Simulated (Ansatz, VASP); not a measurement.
# H18C11O9 (amorphous polycarbonate of ethylene at 300 K): VASP beside Ansatz

Wanted: the spread between two codes on one cell, functional and k mesh. Of the first pair: The structure shown is the start of the Ansatz relaxation below; VASP solves that cell, so the two are compared at the walk's first step.

Program: Ansatz 0.2.0. Level of theory: plane waves, with VASP 6.6.1 beside it; LDA. Results are calculated unless marked as measured.

### 1. Starting point

The cell holds 152 atoms: 44 C, 36 O and 72 H. Its edges and angles: a = 11.066 Å, b = 10.859 Å, c = 11.396 Å, α = 88.8°, β = 91.8°, γ = 88.8°. As first built, before any earlier steps moved the atoms or strained the cell (in the runner's words): 4 polycarbonate of ethylene chains of 3 units placed at random, at 1.28 g/cm^3; overlaps pushed apart, then 20 ps at 800 K with MMFF94 bonds, angles, torsions, charges and radii (Halgren, J. Comput. Chem. 17, 490 (1996)) in harmonic and 12-6 forms; charges of ions scaled by 0.8. Snapshot after 30 ps at 300 K and fixed volume.

### 2. Ansatz: relaxation, LDA

Ansatz runs on its default PAW (the set named soft_2) files.

The two programs are compared at the cell with which this relaxation starts, whose forces are those of its first step.

The input, input.yaml:

```yaml
crystal:
  lattice:
    - [11.06397, 0.11124, -0.17776]
    - [0.11124, 10.85815, 0.12098]
    - [-0.17776, 0.12098, 11.39348]
  atoms:
    - { symbol: C, position: [0.08624, 0.53586, 0.86845] }
    - { symbol: O, position: [0.09077, 0.46303, 0.76487] }
    - { symbol: C, position: [0.01524, 0.36864, 0.76096] }
    - { symbol: O, position: [0.94679, 0.33693, 0.83762] }
    - { symbol: O, position: [0.02753, 0.31454, 0.65758] }
    - { symbol: C, position: [0.94003, 0.22327, 0.62848] }
    - { symbol: C, position: [0.96487, 0.18097, 0.50732] }
    - { symbol: O, position: [0.0791, 0.11473, 0.51098] }
    - { symbol: C, position: [0.09851, 0.04646, 0.4169] }
    - { symbol: O, position: [0.02889, 0.03471, 0.33312] }
    - { symbol: O, position: [0.20782, 0.9907, 0.4316] }
    - { symbol: C, position: [0.2468, 0.92378, 0.33144] }
    - { symbol: C, position: [0.27929, 0.00842, 0.23129] }
    - { symbol: O, position: [0.38758, 0.07381, 0.25789] }
    - { symbol: C, position: [0.37342, 0.18902, 0.29595] }
    - { symbol: O, position: [0.27735, 0.24187, 0.31374] }
    - { symbol: O, position: [0.48382, 0.23512, 0.30998] }
    - { symbol: C, position: [0.49272, 0.35881, 0.35384] }
    - { symbol: C, position: [0.61005, 0.36683, 0.42514] }
    - { symbol: C, position: [0.72203, 0.37463, 0.35109] }
    - { symbol: H, position: [0.00419, 0.59725, 0.86219] }
    - { symbol: H, position: [0.0842, 0.47665, 0.94931] }
    - { symbol: H, position: [0.16854, 0.59233, 0.86888] }
    - { symbol: H, position: [0.94623, 0.14569, 0.6945] }
    - { symbol: H, position: [0.84736, 0.26556, 0.63029] }
    - { symbol: H, position: [0.97075, 0.26144, 0.44519] }
    - { symbol: H, position: [0.89034, 0.12211, 0.47378] }
    - { symbol: H, position: [0.17351, 0.8624, 0.29967] }
    - { symbol: H, position: [0.32733, 0.86852, 0.36343] }
    - { symbol: H, position: [0.20374, 0.07394, 0.20727] }
[... 116 atom lines left out ...]
    - { symbol: H, position: [0.97618, 0.02992, 0.891] }
    - { symbol: H, position: [0.11375, 0.801, 0.80228] }
    - { symbol: H, position: [0.00494, 0.89272, 0.71978] }
    - { symbol: H, position: [0.25368, 0.98379, 0.81952] }
    - { symbol: H, position: [0.21636, 0.95422, 0.66767] }
    - { symbol: H, position: [0.14438, 0.07937, 0.7389] }
kpoints:
  mp_grid: { grid: [1, 1, 1] }
hamiltonian:
  xc: lda
scf:
  occupations: { method: fixed }
output:
  forces: true
  eigenvalues: true
  stress: true
relax:
  f_tol: 0.05
  max_steps: 70
```

Started as:

```
ansatz run input.yaml --threads 4 --pin off --max-ram 8192MiB --backend cpu --events-out ev --progress --plain --runs-dir out
```

Numbers of over 12 decimals in the logs are rounded to 6 here.

The program printed:

```text
Warning: output.stress: scf.convergence.dr2_threshold = 1e-7 eV (the SCF's general default) is looser than the 1.08e-8 eV advised for a printed stress (1e-10 eV for each atom of the cell: 152, of which 108 are counted). What an SCF threshold leaves in a stress goes as its square root, and in the free energy as the threshold itself, and one threshold admits the most on a small cell: [figures from the program's tests c [...]
Engine: ansatz 0.2.0, x86_64-unknown-linux-gnu
Pseudopotentials: kind: paw
Pseudopotential: C, paw, valence charge 4, recommended cutoff 420 eV (normal), C.paw.azcp
Pseudopotential: O, paw, valence charge 6, recommended cutoff 420 eV (normal), O.paw.azcp
Pseudopotential: H, paw, valence charge 1, recommended cutoff 420 eV (normal), H.paw.azcp
Functional definition: SPW92
  exchange = slater_x
  correlation = pw_c
Crystal: 152 atoms, lattice volume = 1368.096 Å³
Basis set: ecut = 420 eV, 26735 PW (Γ)
Bands: 384, of which v1, the nominal top of the filled ones, is band 232 counted from 1 (231 counted from 0)
Symmetry: 1 space group operations
Space group: P1 (ITA 1), of the structure as read, at distance tolerance 1.1e-4 Å
k-points: 1
Non-local potential: C, projectors of the file, l = 0: 2, l = 1: 2, l = 2: 1
Non-local potential: O, projectors of the file, l = 0: 2, l = 1: 2, l = 2: 1
Non-local potential: H, projectors of the file, l = 0: 2, l = 1: 1
PAW form: soft (Blöchl's): semilocal exchange-correlation on the pseudo side does not see the compensation charge
PAW frozen core: C, regenerated for the run's functional, and the local potential with it (the file was generated under x = pbe(κ = 0.804, μ = 0.219515), c = pbe(β = 0.066725))
PAW frozen core: O, regenerated for the run's functional, and the local potential with it (the file was generated under x = pbe(κ = 0.804, μ = 0.219515), c = pbe(β = 0.066725))
PAW one-centre angular grid: C, 110 points (default); XC on 64 Gauss nodes
PAW one-centre angular grid: O, 110 points (default); XC on 64 Gauss nodes
PAW one-centre angular grid: H, 110 points (default); XC on 64 Gauss nodes
Initial density: superposition of atomic densities (neutral atoms: chi_scale 0, normalization atom), corrected by the library's trained network
Initial wavefunctions: pseudopotential atomic-orbital guess
Functional: x = slater, c = lda
SCF iter   1: F=—  HF=-31789.880932 eV  |F-HF|=—  |Δ(HF+E_count)|=         —  Δρ=1.16e-2  dr2=1.43e0  ethr=1.77e-3  ⟨swp⟩=5.0  Hψ=1322  notcnv=0  defer=148
preconditioner: auto → Resta (q_TF=auto, 2.278 Å⁻¹)  ε∞=2.6  [insulator: Δε(μ)=5.647 eV  Ē_g=16.971 eV  n_scr=258 (ndim 8)  ℏωp=21.6 eV  f_vac=0.172  ε∞_Penn≈2.6]
SCF iter   2: F=—  HF=-31789.479155 eV  |F-HF|=—  |Δ(HF+E_count)|=   4.02e-1  Δρ=5.12e-3  dr2=2.85e-1  ethr=3.08e-4  ⟨swp⟩=2.0  Hψ=574  notcnv=0  defer=143
SCF iter   3: F=—  HF=-31789.398663 eV  |F-HF|=—  |Δ(HF+E_count)|=   8.05e-2  Δρ=2.50e-3  dr2=7.73e-2  ethr=6.15e-5  ⟨swp⟩=2.0  Hψ=451  notcnv=0  defer=150
SCF iter   4: F=—  HF=-31789.379609 eV  |F-HF|=—  |Δ(HF+E_count)|=   1.91e-2  Δρ=6.86e-4  dr2=6.31e-3  ethr=1.67e-5  ⟨swp⟩=2.0  Hψ=452  notcnv=0  defer=150
SCF iter   5: F=—  HF=-31789.377793 eV  |F-HF|=—  |Δ(HF+E_count)|=   1.82e-3  Δρ=3.40e-4  dr2=1.37e-3  ethr=1.36e-6  ⟨swp⟩=2.0  Hψ=591  notcnv=0  defer=150
SCF iter   6: F=—  HF=-31789.377786 eV  |F-HF|=—  |Δ(HF+E_count)|=   7.66e-6  Δρ=9.53e-5  dr2=1.59e-4  ethr=2.95e-7  ⟨swp⟩=2.0  Hψ=447  notcnv=0  defer=150
SCF iter   7: F=-31789.377807 eV  HF=-31789.377805 eV  |F-HF|=2.39e-6  |Δ(HF+E_count)|=   1.90e-5  Δρ=2.94e-5  dr2=1.33e-5  ethr=1.35e-8  ⟨swp⟩=14.0  Hψ=2716  notcnv=0
SCF 1 converged in 7 iterations: F = -31789.377807 eV  dr2 = 1.33e-5
  greatest PAW one-centre occupation: 0.872 electrons in one spin orbital (limit 2), on the O atom at site 47 (counted from 0), in its partial waves of l = 0
[...]
- { symbol: O, position: [0.421773, 0.754355, 0.185953] }
    - { symbol: C, position: [0.506511, 0.707067, 0.259757] }
    - { symbol: O, position: [0.568878, 0.617270, 0.242613] }
    - { symbol: O, position: [0.510331, 0.774203, 0.355695] }
    - { symbol: C, position: [0.602110, 0.734995, 0.439967] }
    - { symbol: C, position: [0.727263, 0.763734, 0.402664] }
    - { symbol: O, position: [0.759337, 0.885630, 0.431588] }
    - { symbol: C, position: [0.729049, 0.979874, 0.358798] }
    - { symbol: O, position: [0.741628, 0.084686, 0.388989] }
    - { symbol: O, position: [0.688448, 0.944522, 0.255111] }
    - { symbol: C, position: [0.664300, 0.042122, 0.169874] }
    - { symbol: C, position: [0.588756, 0.992614, 0.071369] }
    - { symbol: C, position: [0.644156, 0.881118, 0.015785] }
    - { symbol: H, position: [0.394196, 0.825663, 0.591519] }
    - { symbol: H, position: [0.403446, 0.663896, 0.557058] }
    - { symbol: H, position: [0.262538, 0.747970, 0.533451] }
    - { symbol: H, position: [0.395637, 0.861127, 0.976273] }
    - { symbol: H, position: [0.253115, 0.807934, 0.033515] }
    - { symbol: H, position: [0.497058, 0.663491, 0.046393] }
    - { symbol: H, position: [0.355149, 0.607273, 0.092541] }
    - { symbol: H, position: [0.581698, 0.787026, 0.519311] }
    - { symbol: H, position: [0.594908, 0.634904, 0.456729] }
    - { symbol: H, position: [0.792212, 0.702861, 0.452428] }
    - { symbol: H, position: [0.737884, 0.747662, 0.308337] }
    - { symbol: H, position: [0.751962, 0.074575, 0.139035] }
    - { symbol: H, position: [0.619494, 0.119001, 0.213959] }
    - { symbol: H, position: [0.576249, 0.068594, 0.00577182] }
    - { symbol: H, position: [0.498382, 0.972403, 0.104755] }
    - { symbol: H, position: [0.654236, 0.802238, 0.078299] }
    - { symbol: H, position: [0.735410, 0.899983, 0.984667] }
    - { symbol: H, position: [0.589257, 0.851979, 0.939250] }
    - { symbol: C, position: [0.707716, 0.926953, 0.716761] }
    - { symbol: O, position: [0.633236, 0.033210, 0.730786] }
    - { symbol: C, position: [0.541573, 0.044856, 0.654249] }
    - { symbol: O, position: [0.518719, 0.976621, 0.574281] }
    - { symbol: O, position: [0.477801, 0.145759, 0.678620] }
    - { symbol: C, position: [0.378984, 0.172822, 0.598906] }
    - { symbol: C, position: [0.319743, 0.290000, 0.634010] }
    - { symbol: O, position: [0.397664, 0.390636, 0.612212] }
    - { symbol: C, position: [0.451223, 0.440175, 0.704636] }
    - { symbol: O, position: [0.431046, 0.419762, 0.806453] }
    - { symbol: O, position: [0.531875, 0.519567, 0.665167] }
    - { symbol: C, position: [0.604530, 0.577054, 0.752422] }
    - { symbol: C, position: [0.722926, 0.510473, 0.773393] }
    - { symbol: O, position: [0.790507, 0.502941, 0.669258] }
    - { symbol: C, position: [0.863708, 0.596467, 0.649347] }
    - { symbol: O, position: [0.873283, 0.686949, 0.708564] }
    - { symbol: O, position: [0.924446, 0.572816, 0.553899] }
    - { symbol: C, position: [0.015551, 0.659764, 0.526320] }
    - { symbol: C, position: [0.073370, 0.617994, 0.416489] }
    - { symbol: C, position: [0.144333, 0.498468, 0.433133] }
    - { symbol: H, position: [0.654376, 0.843820, 0.731825] }
    - { symbol: H, position: [0.744349, 0.925728, 0.627932] }
    - { symbol: H, position: [0.780284, 0.929667, 0.784546] }
    - { symbol: H, position: [0.413041, 0.180181, 0.509079] }
    - { symbol: H, position: [0.313071, 0.097912, 0.599639] }
    - { symbol: H, position: [0.297659, 0.288359, 0.727734] }
[...]
- { symbol: C, position: [0.964645, 0.168116, 0.092967] }
    - { symbol: O, position: [0.089115, 0.165620, 0.065747] }
    - { symbol: C, position: [0.144666, 0.271682, 0.074662] }
    - { symbol: O, position: [0.100254, 0.368250, 0.104389] }
    - { symbol: O, position: [0.258505, 0.253936, 0.043855] }
    - { symbol: C, position: [0.332986, 0.358212, 0.052120] }
    - { symbol: C, position: [0.459501, 0.311309, 0.035724] }
    - { symbol: O, position: [0.534787, 0.414909, 0.047245] }
    - { symbol: C, position: [0.652232, 0.387780, 0.049149] }
    - { symbol: O, position: [0.696348, 0.285427, 0.044394] }
    - { symbol: O, position: [0.712907, 0.491542, 0.057016] }
    - { symbol: C, position: [0.840812, 0.473803, 0.068771] }
    - { symbol: C, position: [0.895753, 0.589273, 0.110203] }
    - { symbol: O, position: [0.877143, 0.685835, 0.024536] }
    - { symbol: C, position: [0.968358, 0.761921, 0.010757] }
    - { symbol: O, position: [0.068009, 0.750525, 0.057160] }
    - { symbol: O, position: [0.931109, 0.852223, 0.937679] }
    - { symbol: C, position: [0.020925, 0.935762, 0.900669] }
    - { symbol: C, position: [0.076358, 0.893749, 0.789554] }
    - { symbol: C, position: [0.174934, 0.978747, 0.752595] }
[...]
- { symbol: H, position: [0.853544, 0.619124, 0.191937] }
    - { symbol: H, position: [0.089697, 0.945183, 0.972115] }
    - { symbol: H, position: [0.973316, 0.025614, 0.887691] }
    - { symbol: H, position: [0.112958, 0.799044, 0.804208] }
    - { symbol: H, position: [0.00466562, 0.887246, 0.720362] }
    - { symbol: H, position: [0.249337, 0.981234, 0.819291] }
    - { symbol: H, position: [0.213482, 0.950393, 0.669083] }
    - { symbol: H, position: [0.140707, 0.074253, 0.738269] }
```

In the SCF lines HF is the Harris–Foulkes energy and dr2 the Hartree energy of the density residual, in eV; the loop may stop once dr2 is under the threshold and the program's other checks hold. Hψ counts applications of the Hamiltonian.

### 3. VASP: single point, LDA, start cell, pair 1

The same cell, functional (in two slightly different forms) and mesh now go to VASP, with its own data sets.

Lines of VASP's logs that name or quote its potential files are left out, and so is its time.

The input, INCAR:

```
SYSTEM = H18C11O9
PREC = Accurate
ENCUT = 520
EDIFF = 1E-06
NELM = 120
ISMEAR = 0
SIGMA = 0.01
LREAL = Auto
ALGO = Normal
GGA = PW92
NBANDS = 338
LORBIT = 11
LWAVE = .FALSE.
LCHARG = .FALSE.
ISIF = 2
LASPH = .TRUE.
GGA_COMPAT = .FALSE.
EFERMI = MIDGAP
```

The input, POSCAR:

```
H18C11O9
1.0
   11.0639700000      0.1112400000     -0.1777600000
    0.1112400000     10.8581500000      0.1209800000
   -0.1777600000      0.1209800000     11.3934800000
C O H
44 36 72
Direct
    0.0862409436      0.5358593419      0.8684530036
    0.0152441889      0.3686394998      0.7609625681
    0.9400316791      0.2232698214      0.6284812760
    0.9648661254      0.1809694031      0.5073183017
    0.0985125897      0.0464631987      0.4169042716
    0.2467970119      0.9237806762      0.3314361943
    0.2792919441      0.0084222249      0.2312926354
    0.3734176014      0.1890245472      0.2959508880
    0.4927241339      0.3588071363      0.3538408067
    0.6100493072      0.3668308379      0.4251434303
    0.7220315634      0.3746316327      0.3510889909
    0.3441030140      0.7392536891      0.5826957910
    0.3634660511      0.7587875376      0.7880569948
    0.3417189356      0.7816023477      0.9929877181
    0.4067321117      0.6907826168      0.0771520044
    0.5074511231      0.7061538357      0.2597690978
    0.6051384497      0.7327396657      0.4412894538
    0.7308864380      0.7622692972      0.4022303136
    0.7288615478      0.9801468527      0.3574135613
    0.6624916466      0.0420892875      0.1669088420
    0.5872323804      0.9910557613      0.0673181944
    0.6448698084      0.8790111118      0.0118216114
    0.7149706007      0.9321500368      0.7161658828
    0.5446619329      0.0475970682      0.6537915380
    0.3789906567      0.1744067507      0.5976724978
    0.3176817912      0.2921720689      0.6324427777
    0.4480428571      0.4447939064      0.7060733798
    0.6049975358      0.5797687148      0.7570210281
    0.7243813726      0.5121033895      0.7780161781
    0.8661943252      0.5973243265      0.6514085605
[... 116 atom lines left out ...]
    0.9761826620      0.0299237068      0.8910013499
    0.1137484318      0.8010008410      0.8022759367
    0.0049387096      0.8927185450      0.7197780499
    0.2536829893      0.9837895838      0.8195192184
    0.2163634029      0.9542193331      0.6676730291
    0.1443801542      0.0793732649      0.7389017612
```

The input, KPOINTS:

```
Automatic mesh
0
Gamma
1 1 1
0 0 0
```

Potentials, in the order of the species: C, O and H (LDA family, release 64).

Started as:

```
export OMP_NUM_THREADS=3
mpirun -np 1 vasp_gam
```

The program printed:

```text
[banner, memory and clock lines left out]
running    1 mpi-ranks, on    1 nodes
[...]
Offloading initialized ...    1 GPUs detected
[...]
|                                                                             |
|               ----> ADVICE to this user running VASP <----                  |
|                                                                             |
|     You enforced a specific xc type in the INCAR file but a different       |
|     [... a line on the potential file left out ...]
|     I HOPE YOU KNOW WHAT YOU ARE DOING!                                     |
|                                                                             |

 LDA part: xc-table for (Slater(with rela. corr.)+PW92), standard interpolation
 POSCAR, INCAR and KPOINTS ok, starting setup
[...]
entering main loop
       N       E                     dE             d eps       ncg     rms          rms(c)
DAV:   1     0.352630025936E+04    0.35263E+04   -0.26060E+05   676   0.132E+03
DAV:   2    -0.679321615391E+03   -0.42056E+04   -0.39883E+04   846   0.322E+02
DAV:   3    -0.104357222891E+04   -0.36425E+03   -0.36061E+03   832   0.974E+01
DAV:   4    -0.105159097352E+04   -0.80187E+01   -0.79792E+01   832   0.157E+01
[...]
DAV:  16    -0.976152009153E+03    0.22454E-04   -0.23600E-05   856   0.258E-02    0.715E-03
DAV:  17    -0.976152005038E+03    0.41149E-05   -0.27304E-05   864   0.171E-02    0.468E-03
DAV:  18    -0.976152005026E+03    0.12085E-07   -0.80887E-06   832   0.697E-03
   1 F= -.97615201E+03 E0= -.97615201E+03  d E =0.000000E+00
```

Parts of OUTCAR (step 3):

```text
  FREE ENERGIE OF THE ION-ELECTRON SYSTEM (eV)
  ---------------------------------------------------
  free  energy   TOTEN  =      -976.1520050262 eV

  energy  without entropy=     -976.1520050262  energy(sigma->0) =     -976.15200503
```

The run ends at a pressure of -3.19 GPa, with forces up to 0.56 eV/Å.

(Part 1 of 2 ends here.)

[Lines on the potential files, build, host, timing and source positions are cut from VASP's logs without a mark.]

[Logs are printed without paths, hosts, clocks, repeated set-up lines and the standing remarks that a program may print on its own settings, such as how far it seeks lower states.]

[Hosts, paths, dates, database ids (printed as entryN), source tags and the programs' standing remarks are cut or masked in the printed files.]

[The MMFF94 radii named for the starting cell were scaled by 0.96; in molecules described by MMFF94, hydrogen bound to N, O or S took a small fixed 12-6 site in their place.]
